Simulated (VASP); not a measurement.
Write the native input for VASP 6.6.1 that does the following.

* Task: single point
* Functional: PBE
* Potentials or basis: VASP PAW PBE potentials, release 64 (Ni, Ca_sv, Mg)
* Cutoff: 520 eV
* k mesh: 6 × 5 × 5
* Occupations: fermi-dirac, width 0.05 eV
* Spin: collinear spin, ferromagnetic start
* Starting moments: [1.0, 0.0, 0.0, 0.0, 0.0, 0.0, 0.0, 0.0] μB
* Further INCAR settings: ALGO = Normal; EDIFF = 1e-07; NBANDS = 30

The structure of CaMg6Ni lies in POSCAR:

```
CaMg6Ni
1.0
    4.8918520000      0.0000000000      0.0000000000
    0.0000000000      3.1261880000      5.8907215000
    0.0000000000     -3.1261880000      5.8907215000
Ni Ca Mg
1 1 6
Direct
    0.5060340000      0.6377640000      0.6348910000
   -0.0006910000      0.8111410000      0.8015330000
    0.5023580000      0.1848880000      0.1733520000
    0.4954160000      0.6828830000      0.2076850000
    0.4863520000      0.1910550000      0.6803410000
    0.0034290000      0.3463750000      0.3351770000
   -0.0039570000      0.8258980000      0.3313200000
   -0.0031380000      0.3366610000      0.8168980000
```

The cell comes from a database or a generator and needn't be the stable form of this composition.

The cell isn't the ideal one: atoms moved at random, drawn with an rms of 0.05 Å.

These files were run (other wordings do the same):

INCAR

```
PREC = Accurate
ENCUT = 520
EDIFF = 1E-7
ISMEAR = -1
SIGMA = 0.05
LREAL = F
LASPH = T
NELM = 120
ALGO = Normal
ISIF = 2
LWAVE = F
LCHARG = F
ISPIN = 2
MAGMOM = 1 0 0 0 0 0 0 0
LORBIT = 11
LMAXMIX = 4
GGA = PE
NBANDS = 30
```

KPOINTS

```
regular mesh
0
Gamma
  6 5 5
```

Potentials or basis: VASP PAW PBE potentials, release 64 (Ni, Ca_sv, Mg).

The run is started by

```bash
$ cat potpaw_PBE.64/Ni/POTCAR potpaw_PBE.64/Ca_sv/POTCAR potpaw_PBE.64/Mg/POTCAR > POTCAR
$ mpirun -np 1 vasp_std > vasp.out
```

Results of the run:

```yaml
Pressure: 0.2 GPa
Largest_force: 0.311 eV/Å
Band_gap_on_the_k_mesh: none (metal or under the smearing width)
Net_moment: 0.00 μB per cell
Valence_electrons_inside_the_program's_atomic_spheres: Ni 9.03; Ca 8.17; Mg 0.32, 0.37, 0.38, 0.36
```

Run time: 11 min on 1 thread of Intel(R) Xeon(R) Platinum 8488C (Sapphire Rapids) (shared host), peak memory 0.81 GiB.
